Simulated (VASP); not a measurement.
**Be3Se2S: relaxation of cell and atoms with PBE**

Crystal: Be3Se2S.

```
Be Se S
1.0
     3.59708    0.00000    0.00000
    -1.79854    3.11517    0.00000
     0.00000    0.00000    8.79100
Be Se S
3 2 1
Cartesian
  1.7985 1.0384 8.1460
  0.0000 2.0768 2.1100
  0.0000 0.0000 5.1290
  1.7985 1.0384 5.8970
  0.0000 0.0000 2.8910
  0.0000 2.0768 0.0020
```

The cell was built by a generator and needn't be a form met in nature.

| Property | Result |
| --- | --- |
| Program | VASP 6.6.1 |
| Task | relaxation of cell and atoms |
| Functional | PBE |
| Potentials or basis | VASP PAW PBE potentials, release 64 (Be, Se, S) |
| Cutoff | 520 eV |
| k mesh | 8 × 8 × 4 |
| Occupations | gaussian, width 0.03 eV |
| Spin | no spin polarisation |
| Further INCAR settings | ALGO = Normal; EDIFF = 1e-06; IBRION = 2; EDIFFG = -0.01; NSW = 90; ISIF = 3 |

```yaml
Relaxed_volume: 16.41 Å³/atom
Relaxed_cell: a = 3.594 Å, b = 3.594 Å, c = 8.801 Å, α = 90.00°, β = 90.00°, γ = 120.00°
Space_group_after_relaxing_to_0.05_Å: P3m1 (No. 156)
Energy_gained_by_relaxing: 0.0 meV/atom
Ionic_steps: 9
Pressure_after_relaxing: 0.0 GPa
Band_gap_on_the_k_mesh: 2.60 eV, indirect (least direct gap 4.03 eV)
```

Forces on the atoms (eV/Å):
```
Be   0.000  0.000  0.001
Be   0.000  0.000 -0.003
Be   0.000  0.000  0.001
Se   0.000  0.000  0.001
Se   0.000  0.000 -0.002
S    0.000  0.000  0.001
```

The path:
```tsv
step	energy change (eV)	largest force (eV/Å)	pressure (GPa)	volume (Å³)
1	0.0000	0.0280	-0.05	98.51
2	-0.0001	0.0153	0.01	98.44
3	-0.0002	0.0107	0.06	98.37
4	-0.0002	0.0114	0.06	98.38
5	-0.0002	0.0125	0.03	98.41
6	-0.0002	0.0117	0.04	98.39
7	-0.0002	0.0114	0.04	98.39
8	-0.0002	0.0113	0.04	98.39
9	-0.0002	0.0029	0.00	98.45
```

Final structure:
```xyz
6
Lattice="3.5939 0.0000 0.0000 -1.7970 3.1124 0.0000 0.0000 0.0000 8.8010" Properties=species:S:1:pos:R:3 pbc="T T T"
Be    1.7970    1.0375    8.1548
Be    0.0000    2.0749    2.1103
Be   -1.7970    3.1124    5.1331
Se    1.7970    1.0375    5.9066
Se   -1.7970    3.1124    2.8951
S     0.0000    2.0749    0.0025
```

Levels at points of the mesh, in eV from the valence-band top:
```
           k point  band 8  band 9  band 10  band 11  band 12  band 13  band 14  band 15  band 16
(0.00, 0.00, 0.00)   -0.67   -0.67    -0.24     0.00     0.00     4.03     4.69     4.71     4.97
(0.50, 0.00, 0.00)   -2.88   -2.40    -2.23    -1.82    -1.47     2.60     4.19     4.61     4.81
(0.00, 0.00, 0.50)   -1.60   -0.51    -0.51    -0.17    -0.17     4.13     4.71     4.84     5.34
(0.50, 0.00, 0.50)   -3.22   -2.84    -2.20    -1.23    -1.14     3.34     3.64     4.41     5.44
```

Wall time 2.6 min on 2 MPI ranks on Intel(R) Xeon(R) Platinum 8259CL CPU @ 2.50GHz (Skylake/Cascade Lake), with other jobs on the host, peak memory 0.26 GiB a rank.

A k mesh can miss the band edges.
